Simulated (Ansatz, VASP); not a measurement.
# Cross-check of Hf (Hafnium) between VASP and Ansatz

Aim: how closely do two programs agree when they are given the same cell, functional and k mesh? The cell is taken from a series of runs on this material, whose earlier steps may have relaxed, scaled, displaced or heated it; both programs get it as it stands.

Main program and level: Ansatz 0.2.0; plane waves, with VASP 6.6.1 beside it; zone-centre phonons at LDA.

**1. The structure**

Symmetry: P6_3/mmc, No. 194, hexagonal system. Conventional cell: a = 3.185 Å, b = 3.185 Å, c = 5.026 Å, α = 90.00°, β = 90.00°, γ = 120.00°. Nearest to Hf lie 12 Hf at 3.11 to 3.19 Å.

**2. Ansatz: zone-centre phonons, LDA**

Ansatz runs on its PAW soft_1 files.

Second derivatives magnify differences that forces hide, and they need a tight electronic threshold.

input.yaml reads:

```yaml
crystal:
  lattice:
    - [3.18512576, 0.0, 0.0]
    - [-1.59256288, 2.7583998224, 0.0]
    - [0.0, 0.0, 5.025847528]
  atoms:
    - { symbol: Hf, position: [0.3333333333, 0.6666666667, 0.25] }
    - { symbol: Hf, position: [0.6666666667, 0.3333333333, 0.75] }
kpoints:
  mp_grid: { grid: [15, 15, 8] }
hamiltonian:
  xc: lda
  pseudopotentials: { kind: paw, azcp: { folder: soft_1 }, xc_functional: pbe }
scf:
  occupations: { method: methfessel_paxton, width: 0.2 }
output:
  eigenvalues: true
phonons:
  method: dfpt
```

Started as:

```bash
> ansatz run input.yaml --threads 4 --pin off --max-ram 10240MiB --backend cpu --events-out ev --progress --plain --runs-dir out
```

Numbers of over 12 decimals in the logs are rounded to 6 here.

What it wrote:

```text
zone centre: on kpoints.mp_grid the ground state, and the responses unless they are solved on pairs of k-points, stand on 320 of the mesh's 1800 k-points, reduced under 4 symmetry operations, with k and −k counted as one. Each operation leaves every solved displacement unchanged or reverses it
Engine: ansatz 0.2.0, x86_64-unknown-linux-gnu
Pseudopotentials: kind: paw
Pseudopotential: Hf, paw, valence charge 26, recommended cutoff 420 eV (normal), soft_1/Hf.paw.azcp
Functional definition: SPW92
  exchange = slater_x
  correlation = pw_c
Crystal: 2 atoms, lattice volume = 44.156 Å³
Basis set: ecut = 420 eV, 857 PW (Γ), exchange–correlation on 48×48×72 points (8 copies of the dense FFT grid, shifted against one another)
Bands: 32, of which v1, the nominal top of the filled ones, is band 26 counted from 1 (25 counted from 0)
Symmetry: 24 space group operations
k-points: 320 of 1800 (irreducible under 4 space group operations, time reversal used)
Non-local potential: Hf, projectors of the file, l = 0: 3, l = 1: 2, l = 2: 2, l = 3: 3
PAW form: soft (Blöchl's): semilocal exchange-correlation on the pseudo side does not see the compensation charge
PAW frozen core: Hf, regenerated for the run's functional, and the local potential with it (the file was generated under x = pbe(κ = 0.804, μ = 0.219515), c = pbe(β = 0.066725))
PAW one-centre angular grid: Hf, 590 points (default); XC on 64 Gauss nodes
Initial density: superposition of atomic densities (chi_scale 0.1, normalization cell)
Initial wavefunctions: pseudopotential atomic-orbital guess
Functional: x = slater, c = lda
SCF iter   1: F=—  HF=-30955.165428 eV  |F-HF|=—  |Δ(HF+E_count)|=         —  Δρ=3.34e-2  dr2=6.05e-1  ethr=3.10e-3  ⟨swp⟩=5.0  Hψ=34771  notcnv=0
preconditioner: auto → Kerker (q_TF=auto, 2.804 Å⁻¹)  [metal: Δε(μ)=0.015 eV  Ē_g=16.944 eV  σ=0.200 eV  W_gap=0.06  n_scr=22 (ndim 8)  ℏωp=38.7 eV  f_vac=0.000  D(μ)=1.33/eV (n_scr^D=8)]
SCF iter   2: F=—  HF=-30955.030605 eV  |F-HF|=—  |Δ(HF+E_count)|=   1.35e-1  S|Δr|=    0.00e0  Δρ=2.12e-2  dr2=2.42e-1  ethr=1.16e-3  ⟨swp⟩=1.8  Hψ=15224  notcnv=0  defer=19
SCF iter   3: F=—  HF=-30954.974644 eV  |F-HF|=—  |Δ(HF+E_count)|=   5.60e-2  S|Δr|=    0.00e0  Δρ=7.90e-3  dr2=3.19e-2  ethr=4.66e-4  ⟨swp⟩=2.0  Hψ=16045  notcnv=0  defer=33
SCF iter   4: F=—  HF=-30954.931977 eV  |F-HF|=—  |Δ(HF+E_count)|=   4.27e-2  S|Δr|=    0.00e0  Δρ=2.90e-3  dr2=1.91e-3  ethr=6.14e-5  ⟨swp⟩=2.0  Hψ=18531  notcnv=0  defer=33
SCF iter   5: F=—  HF=-30954.933137 eV  |F-HF|=—  |Δ(HF+E_count)|=   1.16e-3  S|Δr|=    0.00e0  Δρ=6.73e-4  dr2=1.97e-4  ethr=3.67e-6  ⟨swp⟩=2.2  Hψ=17530  notcnv=0  defer=33
SCF iter   6: F=—  HF=-30954.933272 eV  |F-HF|=—  |Δ(HF+E_count)|=   1.35e-4  S|Δr|=    0.00e0  Δρ=1.65e-4  dr2=1.08e-5  ethr=3.79e-7  ⟨swp⟩=2.1  Hψ=18579  notcnv=0  defer=33
SCF iter   7: F=—  HF=-30954.933290 eV  |F-HF|=—  |Δ(HF+E_count)|=   1.81e-5  S|Δr|=    0.00e0  Δρ=3.63e-5  dr2=6.24e-7  ethr=2.08e-8  ⟨swp⟩=2.4  Hψ=19034  notcnv=0  defer=33
SCF iter   8: F=—  HF=-30954.933290 eV  |F-HF|=—  |Δ(HF+E_count)|=   3.19e-7  S|Δr|=    0.00e0  Δρ=6.58e-6  dr2=2.15e-8  ethr=1.20e-9  ⟨swp⟩=2.8  Hψ=19155  notcnv=0  defer=124
SCF iter   9: F=—  HF=-30954.933290 eV  |F-HF|=—  |Δ(HF+E_count)|=   5.14e-9  S|Δr|=    0.00e0  Δρ=1.10e-6  dr2=4.91e-10  ethr=4.13e-11  ⟨swp⟩=2.5  Hψ=17445  notcnv=0  defer=124
SCF iter  10: F=—  HF=-30954.933290 eV  |F-HF|=—  |Δ(HF+E_count)|=  4.37e-11  S|Δr|=    0.00e0  Δρ=2.46e-7  dr2=2.15e-11  ethr=1.00e-12  ⟨swp⟩=2.8  Hψ=19375  notcnv=0  defer=124
SCF iter  11: F=-30954.933290 eV  HF=-30954.933290 eV  |F-HF|=0.00e0  |Δ(HF+E_count)|=  3.64e-12  S|Δr|=    0.00e0  Δρ=6.50e-8  dr2=9.27e-13  ethr=1.00e-12  ⟨swp⟩=11.2  Hψ=64685  notcnv=0
the search or the solves at the SCF's close seem to have found levels that the self-consistency loop had missed (the run counts 3). By its estimate they hold under 1e-12 electrons; where the run keeps them, the occupations were computed again with them
SCF 1 converged in 11 iterations: F = -30954.933290 eV  dr2 = 9.27e-13
  greatest PAW one-centre occupation: 0.998 electrons in one spin orbital (limit 2), on the Hf atom at site 1 (counted from 0), in its partial waves of l = 3
DFPT response loops at Γ: preconditioner auto → Kerker (q_TF=auto, 2.804 Å⁻¹) (partly filled bands, converged f_vac=0.000); β = 1.00, the filter's whole step (`scf.mixing.beta` (0.50) is not read by the response loops under this deck's `scf.mixing.preconditioner`; to damp them name `kerker` or `kerker_dos`, under which they read `scf.mixing.beta`, and type it under 1.00, their step now; both keys bind the ground state too); Broyden in place of MSR1
SCF converged after 11 iterations
Stability not checked: this state was not tested for a lower state beside it, because cold or Methfessel-Paxton smearing, or corrected tetrahedra, fill the levels in a way that the test cannot read (fill_not_monotonic; see scf.lower_state_search)
Free energy (F): -30954.933290 eV
Harris-Foulkes:  -30954.933290 eV  (|F-HF|=0.00e0)
Internal energy: -30954.937500 eV  (E = F + TS)
E sigma→0 (E₀):  -30954.934343 eV
Entropy (-TS):   0.004210 eV (2.105 meV/atom)
Fermi energy:    18.099532 eV
--- Per-component energies (eV) ---
  E_band       = -22.099317
  E_kinetic    = 819.975263
  E_local      = -12590.132155  (includes V_loc(G=0)·N_el)
  E_nonlocal   = 142.918321
  E_hartree    = 6123.051955
  E_xc         = -529.041177
  E_vxc        = -510.189706  (∫ρ·V_xc dr)
  E_paw        = -14906.858044  (= ΣΔE_a)
  E_vpaw       = -130.775144  (= ΣTr[D̂ρ^β])
  E_aug_tail   = 0.000224  (compensation charges beyond the density's cutoff)
  E_ewald      = -10019.766064
  E_core_change = 4.914176  (= ΣΔE_core)
  E_smearing   = 0.004210  (= −TS)
  E_closure    = -0.000000  (closes the sum)
  Σ components = -30954.933290   (vs F -30954.933290, Δ=0.00e0)
--- Band table (eV; the first three rows and the last of 320) ---
  k-point 0: bands = [... 22 lower, 10.6883, 14.3319, 18.9182, 19.1900, 19.1900, 19.5030, 20.0225, 20.0225, ... 2 higher]
  k-point 1: bands = [... 22 lower, 10.8358, 14.2651, 18.6874, 19.1021, 19.1021, 19.3777, 19.8999, 19.8999, ... 2 higher]
  k-point 2: bands = [... 22 lower, 11.2621, 14.0040, 18.2667, 18.9771, 18.9771, 19.0430, 19.6131, 19.6131, ... 2 higher]
  k-point 319: bands = [... 22 lower, 15.1704, 15.1704, 17.3152, 17.3152, 18.0651, 18.0651, 20.2560, 20.2560, ... 2 higher]
--- Phonons (Γ-DFPT): 2 representative perturbations + reference, on 320 of 1800 k-points (Σ response iterations 6) ---
  k mesh reduced under 4 symmetry operations, with k and −k counted as one. Each operation leaves every solved displacement unchanged or reverses it
  ASR residual: 3.503e-5 → 0.000e0 eV/Å²; symmetrization residual: 2.784e-12 eV/Å²
  ASR residual per site (eV/Å²): 3.50e-5 3.50e-5
  Γ frequencies (cm⁻¹): 0.00 0.00 0.00 75.61 75.61 89.89
  non-analytic LO–TO correction: not included (Born effective charges unavailable; polar crystals: no LO–TO splitting at Γ)
```

**3. VASP: zone-centre phonons, LDA**

The same cell, functional (in two slightly different forms), mesh and smearing now go to VASP, with its own data sets.

Lines of VASP's logs that name or quote its potential files are left out, and so is its time.

INCAR reads:

```
SYSTEM = Hf
PREC = Accurate
ENCUT = 500
EDIFF = 1E-08
NELM = 120
ISMEAR = 1
SIGMA = 0.2
LREAL = .FALSE.
ALGO = Normal
GGA = PW92
NBANDS = 16
LASPH = .TRUE.
LORBIT = 11
LWAVE = .FALSE.
LCHARG = .FALSE.
ISIF = 2
IBRION = 8
GGA_COMPAT = .FALSE.
KPAR = 2
```

POSCAR reads:

```
Hf
1.0
    3.1851257600      0.0000000000      0.0000000000
   -1.5925628800      2.7583998224      0.0000000000
    0.0000000000      0.0000000000      5.0258475280
Hf
2
Direct
    0.3333333334      0.6666666668      0.2500000000
    0.6666666668      0.3333333334      0.7500000000
```

KPOINTS reads:

```
Automatic mesh
0
Gamma
15 15 8
0 0 0
```

PAW data sets: Hf_pv (LDA family, release 64).

Started as:

```bash
> mpirun -np 2 vasp_std
```

What it wrote:

```text
[banner, memory and clock lines left out]
running    2 mpi-ranks, on    1 nodes
 distrk:  each k-point on    1 cores,    2 groups
 distr:  one band on    1 cores,    1 groups

 POSCAR found type information on POSCAR Hf
 POSCAR found :  1 types and       2 ions
|                                                                             |
|               ----> ADVICE to this user running VASP <----                  |
|                                                                             |
|     You enforced a specific xc type in the INCAR file but a different       |
|     [... a line on the potential file left out ...]
|     I HOPE YOU KNOW WHAT YOU ARE DOING!                                     |
|                                                                             |

 LDA part: xc-table for (Slater(with rela. corr.)+PW92), standard interpolation
 POSCAR, INCAR and KPOINTS ok, starting setup
 FFT: planning ... GRIDC
 FFT: planning ... GRID_SOFT
 FFT: planning ... GRID
 WAVECAR not read
 entering main loop
       N       E                     dE             d eps       ncg     rms          rms(c)
DAV:   1     0.446159842626E+02    0.44616E+02   -0.11432E+04  4360   0.116E+03
DAV:   2    -0.205690415153E+02   -0.65185E+02   -0.63738E+02  5664   0.247E+02
DAV:   3    -0.220723069945E+02   -0.15033E+01   -0.14933E+01  5816   0.258E+01
DAV:   4    -0.220839470480E+02   -0.11640E-01   -0.11635E-01  5272   0.273E+00
DAV:   5    -0.220840985057E+02   -0.15146E-03   -0.15145E-03  5712   0.256E-01    0.655E+01
DAV:   6    -0.215213748683E+02    0.56272E+00   -0.51100E-01  5184   0.462E+00    0.385E+01
DAV:   7    -0.213263582532E+02    0.19502E+00   -0.80148E-01  5296   0.556E+00    0.185E+00
DAV:   8    -0.213165267704E+02    0.98315E-02   -0.49683E-02  5024   0.153E+00    0.333E-01
DAV:   9    -0.213166097416E+02   -0.82971E-04   -0.10350E-03  5928   0.235E-01    0.178E-01
DAV:  10    -0.213166043721E+02    0.53695E-05   -0.45470E-05  5232   0.479E-02    0.180E-01
DAV:  11    -0.213166016886E+02    0.26835E-05   -0.41468E-06  5840   0.130E-02    0.104E-02
DAV:  12    -0.213166016490E+02    0.39637E-07   -0.40713E-07  5072   0.427E-03    0.699E-03
DAV:  13    -0.213166016348E+02    0.14116E-07   -0.26632E-08  4768   0.120E-03    0.134E-03
DAV:  14    -0.213166016350E+02   -0.14302E-09   -0.17200E-09  3208   0.347E-04
   1 F= -.21316602E+02 E0= -.21317966E+02  d E =0.409270E-02
 Linear response reoptimize wavefunctions to high precision
DAV:   1    -0.213166016349E+02    0.12710E-09   -0.27824E-10  3336   0.134E-04
DAV:   2    -0.213166016349E+02    0.52296E-11   -0.52014E-11  2752   0.588E-05
 Linear response DOF=           2
 Linear response progress:
  Degree of freedom:   1/  2
       N       E                     dE             d eps       ncg     rms          rms(c)
RMM:   1    -0.199733369485E+00   -0.19973E+00    0.45631E+00 18615   0.118E+01
RMM:   2    -0.205456801492E+00   -0.57234E-02   -0.37430E-02 27722   0.121E+00    0.599E-01
RMM:   3    -0.204719348433E+00    0.73745E-03   -0.44243E-03 34840   0.256E-01    0.122E-01
RMM:   4    -0.204378977237E+00    0.34037E-03   -0.49149E-04 41174   0.886E-02    0.191E-01
RMM:   5    -0.204000989081E+00    0.37799E-03   -0.45314E-05 38278   0.355E-02    0.144E-02
RMM:   6    -0.203908389505E+00    0.92600E-04   -0.21159E-05 42599   0.140E-02    0.299E-02
RMM:   7    -0.203916045118E+00   -0.76556E-05   -0.21867E-05 38432   0.565E-03    0.309E-02
RMM:   8    -0.203906521103E+00    0.95240E-05    0.44762E-07 38930   0.211E-03    0.111E-02
RMM:   9    -0.203905760131E+00    0.76097E-06   -0.48925E-06 42304   0.759E-04    0.632E-03
RMM:  10    -0.203905703518E+00    0.56612E-07   -0.26964E-06 41173   0.390E-04    0.477E-04
RMM:  11    -0.203905557962E+00    0.14556E-06   -0.15068E-06 42497   0.210E-04    0.542E-04
RMM:  12    -0.203905550675E+00    0.72871E-08   -0.91956E-07 41435   0.801E-05    0.184E-05
RMM:  13    -0.203905588914E+00   -0.38238E-07   -0.51712E-07 40748   0.421E-05    0.101E-04
RMM:  14    -0.203905594681E+00   -0.57667E-08   -0.26806E-07 37820   0.266E-05    0.153E-05
RMM:  15    -0.203905605163E+00   -0.10482E-07   -0.14639E-07 36650   0.194E-05    0.330E-05
RMM:  16    -0.203905607610E+00   -0.24471E-08   -0.84295E-08 29690   0.152E-05    0.891E-06
 first order change of Fermi-energy  -0.28687E-05
 force on displaced ion       1 direction 1 :  -1.849  -0.000   0.000
 Linear response progress:
  Degree of freedom:   2/  2
       N       E                     dE             d eps       ncg     rms          rms(c)
RMM:   1    -0.240403411615E+00   -0.24040E+00    0.48127E+00  6440   0.122E+01
RMM:   2    -0.250890075265E+00   -0.10487E-01   -0.43383E-02  9551   0.124E+00    0.730E-01
RMM:   3    -0.250190765030E+00    0.69931E-03   -0.35836E-03 11258   0.275E-01    0.201E-01
RMM:   4    -0.250020637270E+00    0.17013E-03   -0.42990E-04 13308   0.941E-02    0.204E-01
RMM:   5    -0.249747906849E+00    0.27273E-03    0.12492E-04 13145   0.424E-02    0.462E-02
RMM:   6    -0.249679712097E+00    0.68195E-04    0.24068E-05 11413   0.178E-02    0.446E-02
RMM:   7    -0.249698416900E+00   -0.18705E-04   -0.32042E-07 12629   0.644E-03    0.185E-02
RMM:   8    -0.249703101515E+00   -0.46846E-05    0.28364E-05 13306   0.322E-03    0.323E-03
RMM:   9    -0.249696400809E+00    0.67007E-05    0.14274E-05 13674   0.173E-03    0.171E-03
RMM:  10    -0.249696003261E+00    0.39755E-06    0.93245E-06 12988   0.549E-04    0.453E-04
RMM:  11    -0.249696183528E+00   -0.18027E-06    0.64654E-06 13827   0.218E-04    0.122E-04
RMM:  12    -0.249696445116E+00   -0.26159E-06    0.33768E-06 13926   0.748E-05    0.580E-05
RMM:  13    -0.249696525065E+00   -0.79949E-07    0.20985E-06 13387   0.438E-05    0.138E-05
RMM:  14    -0.249696669138E+00   -0.14407E-06    0.53463E-07 13794   0.248E-05    0.249E-06
RMM:  15    -0.249696671685E+00   -0.25467E-08    0.36364E-07 12407   0.159E-05    0.345E-06
RMM:  16    -0.249696729625E+00   -0.57940E-07   -0.16965E-07 10774   0.123E-05    0.228E-06
RMM:  17    -0.249696734180E+00   -0.45549E-08   -0.28297E-07  9174   0.103E-05    0.175E-06
RMM:  18    -0.249696756189E+00   -0.22009E-07   -0.48237E-07  8525   0.947E-06    0.504E-07
RMM:  19    -0.249696755958E+00    0.23116E-09   -0.51357E-07  8008   0.898E-06    0.653E-07
RMM:  20    -0.249696765315E+00   -0.93569E-08   -0.57841E-07  7532   0.868E-06    0.230E-07
RMM:  21    -0.249696765324E+00   -0.94898E-11   -0.60325E-07  7215   0.852E-06    0.804E-08
 first order change of Fermi-energy  -0.16362E-03
 force on displaced ion       1 direction 3 :  -0.000  -0.000  -2.616
 Linear response finished
```

[end of part 1 of 2]

[Lines on the potential files, build, host, timing and source positions are cut from VASP's logs without a mark.]

[Logs are printed without paths, hosts, clocks, repeated set-up lines and the standing remarks that a program may print on its own settings, such as how far it seeks lower states.]

[Hosts, paths, dates, database ids (printed as entryN), source tags and the programs' standing remarks are cut or masked in the printed files.]
